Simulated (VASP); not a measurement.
Given:

```
CELL_PARAMETERS angstrom
      1.79344    -3.10633     0.00000
      1.79344     3.10633     0.00000
      0.00000     0.00000     4.86842
ATOMIC_POSITIONS crystal
  Pt 0.00000 0.00000 0.00000
  S  0.33333 0.66667 0.25079
  S  0.66667 0.33333 0.74921
```

Computed with rev-vdW-DF2, VASP's PBE PAW potentials (set 64) (plane waves; VASP). Numerical set-up: 520 eV cut-off, Gaussian smearing of 0.050 eV, potentials Pt S.

Unless said otherwise, spin-orbit coupling is left out, though it shifts the bands of the heavy elements here.

### Question
Give the energies of bands 3 to 14 at the high-symmetry points, in eV from the valence-band maximum.

### Answer

```csv
band,Γ,M,K,A,L,H
3,-7.19,-7.39,-6.88,-6.67,-7.72,-6.53
4,-6.71,-6.00,-6.24,-6.67,-6.20,-6.53
5,-6.71,-5.38,-6.24,-5.46,-5.78,-6.25
6,-3.98,-4.19,-4.72,-4.01,-4.93,-4.49
7,-3.98,-3.68,-4.72,-4.01,-3.40,-4.49
8,-2.29,-3.59,-3.69,-3.01,-3.35,-4.16
9,-1.36,-3.33,-2.75,-1.74,-3.00,-3.56
10,-1.36,-3.24,-1.68,-1.74,-2.95,-2.28
11,0.00,-2.73,-1.68,-1.38,-1.48,-2.28
12,1.51,0.99,0.35,2.30,1.12,1.94
13,1.51,2.30,0.35,2.30,1.75,1.94
14,4.09,5.22,4.64,5.35,4.95,6.68
```

The gap is indirect, 0.29 eV, from the valence maximum at Γ to the conduction minimum at H-A at 0.56.

The compound is PtS2 in the 1T layered structure. It was relaxed first.
